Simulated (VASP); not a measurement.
# AlB3P4 (P-4m2) in VASP: a series of runs, part 2 of 2

VASP 6.6.1. Earlier steps stand in the parts before.

**3. Born charges and dielectric tensor, PBE**

Input file INCAR:

```
  ALGO = Normal
  EDIFF = 1E-8
  ENCUT = 520
  GGA = PE
  ISIF = 2
  ISMEAR = 0
  KPAR = 4
  LASPH = T
  LCHARG = F
  LEPSILON = T
  LREAL = F
  LWAVE = F
  NELM = 100
  PREC = Accurate
  SIGMA = 0.02
```

Input file KPOINTS:

```
k-points
0
Gamma
  10 10 4
```

Input file POSCAR:

```
AlB3P4
1.0
    3.3435800000      0.0000000000      0.0000000000
    0.0000000000      3.3435800000      0.0000000000
    0.0000000000      0.0000000000      9.8333600000
Al B P
1 3 4
Direct
    0.0000000000      0.0000000000      0.0000000000
    0.5000000000      0.5000000000      0.7273140000
    0.0000000000      0.0000000000      0.5000000000
    0.5000000000      0.5000000000      0.2726860000
    0.0000000000      0.5000000000      0.6136170000
    0.5000000000      0.0000000000      0.3863830000
    0.0000000000      0.5000000000      0.1608160000
    0.5000000000      0.0000000000      0.8391840000
```

Potentials or basis: VASP PAW PBE potentials, release 64 (Al, B, P).

The run is started by

```sh
cat potpaw_PBE.64/Al/POTCAR potpaw_PBE.64/B/POTCAR potpaw_PBE.64/P/POTCAR > POTCAR
mpirun -np 4 vasp_std > vasp.out
```

OUTCAR:

```text
EDIFF = 1E-8
   ENCUT = 520
   GGA = PE
   ISIF = 2
   ISMEAR = 0
   LASPH = T
   LEPSILON = T
   LREAL = F
   NELM = 100
   PREC = Accurate

 ion  position               nearest neighbor table
   1  0.000  0.000  0.000-   7 2.30   8 2.30   7 2.30   8 2.30
   2  0.500  0.500  0.727-   8 2.00   8 2.00   5 2.01   5 2.01
   3  0.000  0.000  0.500-   5 2.01   6 2.01   5 2.01   6 2.01
   4  0.500  0.500  0.273-   7 2.00   7 2.00   6 2.01   6 2.01
   5  0.000  0.500  0.614-   3 2.01   3 2.01   2 2.01   2 2.01
   6  0.500  0.000  0.386-   3 2.01   3 2.01   4 2.01   4 2.01
   7  0.000  0.500  0.161-   4 2.00   4 2.00   1 2.30   1 2.30
   8  0.500  0.000  0.839-   2 2.00   2 2.00   1 2.30   1 2.30

  LATTYP: Found a simple tetragonal cell.
 ALAT       =     3.3435800000
 C/A-ratio  =     2.9409674660

  Lattice vectors:

 A1 = (   3.3435800000,   0.0000000000,   0.0000000000)
 A2 = (   0.0000000000,   3.3435800000,   0.0000000000)
 A3 = (   0.0000000000,   0.0000000000,   9.8333600000)

[... 859 lines left out ...]
  z     1.29246    -1.29246     0.00000     0.00000     0.00000     0.00000

 PIEZOELECTRIC TENSOR (including local field effects)  for field in x, y, z        (C/m^2)
          XX          YY          ZZ          XY          YZ          ZX
  --------------------------------------------------------------------------------
  x     0.00000    -0.00000     0.00000     0.00000     0.00000     0.23442
  y     0.00000    -0.00000     0.00000     0.00000    -0.23442     0.00000
  z     0.18837    -0.18837     0.00000     0.00000     0.00000     0.00000

 BORN EFFECTIVE CHARGES (including local field effects) (in |e|, cummulative output)
 ---------------------------------------------------------------------------------
 ion    1
    1     1.72640     0.00000     0.00000
    2     0.00000     1.72640     0.00000
    3     0.00000     0.00000     2.33280
 ion    2
    1     0.20488     0.00000     0.00000
    2     0.00000     0.49598     0.00000
    3     0.00000     0.00000     0.04965
 ion    3
    1    -0.17926     0.00000    -0.00000
    2     0.00000    -0.17926     0.00000
    3     0.00000     0.00000    -0.29238
 ion    4
    1     0.49598     0.00000    -0.00000
    2     0.00000     0.20488    -0.00000
    3     0.00000     0.00000     0.04965
 ion    5
    1     0.09458     0.00000     0.00000
    2     0.00000     0.09942    -0.00000
    3     0.00000     0.00000     0.18032
 ion    6
    1     0.09942     0.00000     0.00000
    2     0.00000     0.09458    -0.00000
    3     0.00000     0.00000     0.18032
 ion    7
    1    -1.04880     0.00000     0.00000
    2     0.00000    -1.39320    -0.00000
    3     0.00000     0.00000    -1.25018
 ion    8
    1    -1.39320     0.00000     0.00000
    2     0.00000    -1.04880    -0.00000
    3     0.00000     0.00000    -1.25018
```

OSZICAR:

```text
N       E                     dE             d eps       ncg     rms          rms(c)
DAV:   1     0.102384599810E+03    0.10238E+03   -0.13505E+04  2646   0.130E+03
DAV:   2    -0.417690995769E+02   -0.14415E+03   -0.13675E+03  3558   0.209E+02
DAV:   3    -0.494967393392E+02   -0.77276E+01   -0.76083E+01  3405   0.488E+01
[... 12 lines left out ...]
RMM:   9    -0.290925260907E+01   -0.19679E-03   -0.11146E-06  8097   0.648E-03    0.106E-03
RMM:  10    -0.290935978663E+01   -0.10718E-03   -0.33074E-06  8291   0.176E-03    0.373E-04
RMM:  11    -0.290937086206E+01   -0.11075E-04   -0.11720E-06  8514   0.770E-04    0.188E-04
RMM:  12    -0.290937236130E+01   -0.14992E-05   -0.11534E-06  8121   0.529E-04    0.392E-05
RMM:  13    -0.290937339476E+01   -0.10335E-05   -0.24449E-06  6542   0.426E-04    0.126E-05
RMM:  14    -0.290937349897E+01   -0.10422E-06   -0.22482E-06  5516   0.408E-04    0.450E-06
```

stdout:

```text
POSCAR found type information on POSCAR AlB P
 POSCAR found :  3 types and       8 ions
 scaLAPACK will be used
 LDA part: xc-table for (Slater+PW92), standard interpolation
 POSCAR, INCAR and KPOINTS ok, starting setup
 FFT: planning ... GRIDC
 FFT: planning ... GRID_SOFT
 FFT: planning ... GRID
 WAVECAR not read
 entering main loop
 Linear response reoptimize wavefunctions to high precision
 Linear response G [H, r] |phi>, progress :
  Direction:   1
 Linear response G [H, r] |phi>, progress :
  Direction:   2
 Linear response G [H, r] |phi>, progress :
  Direction:   3
 Linear response to external field (no local field effect), progress :
  Direction:   1
 dielectric tensor                  component  1 :     7.547    -0.306    -0.189
 Linear response to external field (no local field effect), progress :
  Direction:   2
 dielectric tensor                  component  2 :    -0.306    13.466     0.118
 Linear response to external field (no local field effect), progress :
  Direction:   3
 dielectric tensor                  component  3 :    -0.188     0.116    10.457
 Linear response to external field, progress :
  Direction:   1
 dielectric tensor                  component  1 :    10.031    -0.087    -0.000
 Linear response to external field, progress :
  Direction:   2
 dielectric tensor                  component  2 :    -0.166    10.031     0.000
 Linear response to external field, progress :
  Direction:   3
 dielectric tensor                  component  3 :    -0.178    -0.035     9.926
 Born effective charges drift removed
```

It took 5.8 min on 4 MPI ranks of AMD EPYC 9R45 (Zen 5), shared host; peak memory 0.83 GiB.

Results:

| Property | Result |
| --- | --- |
| Band gap on the k mesh | 0.51 eV, indirect (least direct gap 0.60 eV) |
| Electronic dielectric tensor (diagonal) | 10.03, 10.03, 9.93 |
| Born charges (mean of the diagonal) | Al +1.93; B +0.25, -0.22; P +0.12, -1.23 e |

Levels at points of the mesh, in eV from the valence-band top:
| k point | band 12 | band 13 | band 14 | band 15 | band 16 | band 17 | band 18 | band 19 | band 20 | band 21 |
| --- | --- | --- | --- | --- | --- | --- | --- | --- | --- | --- |
| (0.00, 0.00, 0.00) | -2.27 | -2.27 | -0.71 | 0.00 | 0.00 | 0.60 | 0.62 | 1.38 | 1.46 | 2.83 |
| (0.50, 0.00, 0.00) | -2.72 | -2.68 | -2.29 | -2.18 | -0.34 | 1.55 | 2.16 | 2.79 | 3.21 | 3.41 |
| (0.50, 0.50, 0.00) | -5.41 | -4.53 | -4.24 | -4.24 | -3.77 | 0.68 | 0.68 | 0.75 | 1.02 | 4.27 |
| (0.00, 0.00, 0.50) | -2.04 | -2.04 | -1.75 | -0.32 | -0.32 | 0.52 | 0.64 | 1.57 | 1.74 | 2.26 |
| (0.50, 0.00, 0.50) | -3.24 | -2.78 | -2.72 | -2.70 | -0.34 | 2.23 | 2.65 | 2.73 | 3.01 | 3.29 |
| (0.50, 0.50, 0.50) | -4.87 | -4.82 | -4.53 | -4.53 | -4.40 | 1.56 | 1.56 | 1.78 | 2.27 | 2.30 |

Electronic dielectric tensor:
```
10.03  0.00  0.00
 0.00 10.03  0.00
 0.00  0.00  9.93
```

Born effective charge tensors (e):
atom 1, Al
```
1.73 0.00 0.00
0.00 1.73 0.00
0.00 0.00 2.33
```
atom 2, B
```
0.20 0.00 0.00
0.00 0.50 0.00
0.00 0.00 0.05
```
atom 3, B
```
-0.18  0.00  0.00
 0.00 -0.18  0.00
 0.00  0.00 -0.29
```
atom 4, B
```
0.50 0.00 0.00
0.00 0.20 0.00
0.00 0.00 0.05
```
atom 5, P
```
0.09 0.00 0.00
0.00 0.10 0.00
0.00 0.00 0.18
```
atom 6, P
```
0.10 0.00 0.00
0.00 0.09 0.00
0.00 0.00 0.18
```
atom 7, P
```
-1.05  0.00  0.00
 0.00 -1.39  0.00
 0.00  0.00 -1.25
```
atom 8, P
```
-1.39  0.00  0.00
 0.00 -1.05  0.00
 0.00  0.00 -1.25
```

Caveat: the gap is small at this level, which inflates the dielectric constant.
